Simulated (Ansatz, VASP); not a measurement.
This is a calculation of Mg6CoSb for Ansatz 0.2.0.

Contents of input.yaml:

```yaml
crystal:
  lattice:
    - [4.9453850503, 0.0, 0.0]
    - [0.0, 3.1545797053, 5.3973752169]
    - [0.0, -3.1545797053, 5.3973752169]
  atoms:
    - { symbol: Sb, position: [0.5, 0.672789, 0.672789] }
    - { symbol: Co, position: [0.0, 0.842175, 0.842175], spin: 2.0 }
    - { symbol: Mg, position: [0.5, 0.169251, 0.169251] }
    - { symbol: Mg, position: [0.5, 0.674995, 0.147485] }
    - { symbol: Mg, position: [0.5, 0.147485, 0.674995] }
    - { symbol: Mg, position: [0.0, 0.334014, 0.334014] }
    - { symbol: Mg, position: [0.0, 0.837973, 0.321317] }
    - { symbol: Mg, position: [0.0, 0.321317, 0.837973] }
hamiltonian:
  xc: pbe
  pseudopotentials: { kind: paw }
magnetization:
  spin_polarized: true
kpoints:
  mp_grid: { grid: [6, 5, 5] }
scf:
  occupations: { method: fermi_dirac, width: 0.05 }
output:
  forces: true
  stress: true
  eigenvalues: true
```

Potentials or basis: Ansatz PAW.

Command:

```bash
$ ansatz run input.yaml --threads 4 --pin off --max-ram 10240MiB --backend cpu --events-out ev --progress --plain --runs-dir out
```

**Question.** Translate it to VASP 6.6.1. Potentials there: VASP PAW PBE potentials, release 64 (Sb, Co, Mg).

**Answer.** As run (the cutoff follows the program's own potentials):

Contents of INCAR:

```
  PREC = Accurate
  ENCUT = 520
  EDIFF = 1E-7
  ISMEAR = -1
  SIGMA = 0.05
  LREAL = False
  LASPH = True
  NELM = 120
  ALGO = Normal
  ISIF = 2
  LWAVE = False
  LCHARG = False
  ISPIN = 2
  MAGMOM = 0 2 0 0 0 0 0 0
  LORBIT = 11
  LMAXMIX = 4
  GGA = PE
  NBANDS = 27
```

KPOINTS

```
regular mesh
0
Gamma
  6 5 5
```

The input POSCAR:

```
Mg6CoSb
1.0
    4.9453850503      0.0000000000      0.0000000000
    0.0000000000      3.1545797053      5.3973752169
    0.0000000000     -3.1545797053      5.3973752169
Sb Co Mg
1 1 6
Direct
    0.5000000000      0.6727890000      0.6727890000
    0.0000000000      0.8421750000      0.8421750000
    0.5000000000      0.1692510000      0.1692510000
    0.5000000000      0.6749950000      0.1474850000
    0.5000000000      0.1474850000      0.6749950000
    0.0000000000      0.3340140000      0.3340140000
    0.0000000000      0.8379730000      0.3213170000
    0.0000000000      0.3213170000      0.8379730000
```

Potentials or basis: VASP PAW PBE potentials, release 64 (Sb, Co, Mg).

Run with:

```console
$ cat potpaw_PBE.64/Sb/POTCAR potpaw_PBE.64/Co/POTCAR potpaw_PBE.64/Mg/POTCAR > POTCAR
$ mpirun -np 1 vasp_std > vasp.out
```

Both were run:

|  | VASP | Ansatz | Ansatz less VASP |
| --- | --- | --- | --- |
| gap on the k mesh at the Fermi level (eV) | none | none | - |
| pressure (GPa) | -1.6 | -1.5 | +0.10 |
| largest component of the traceless stress (GPa) | 0.16 | 0.15 | -0.009 |
| rms of the force components (eV/Å) | 0.035 | 0.037 | +0.0017 |
| net moment per atom (μB) | 0.13 | 0.14 | +0.003 |
| size of the moment on the site where the two differ most (μB) | 1.25 | 1.28 | +0.038 |

Site moments also hang on the region over which each program counts them. Atom by atom the forces differ by 0.002 eV/Å (rms over components). A gap of «none» marks a metal or a gap that the smearing closes. The two sets of potentials don't hold the same shells in valence.

Caveats: a cell with one magnetic atom can't hold antiferromagnetic order, which such compounds often take. Spin-orbit coupling is left out, which matters for the levels of Sb.
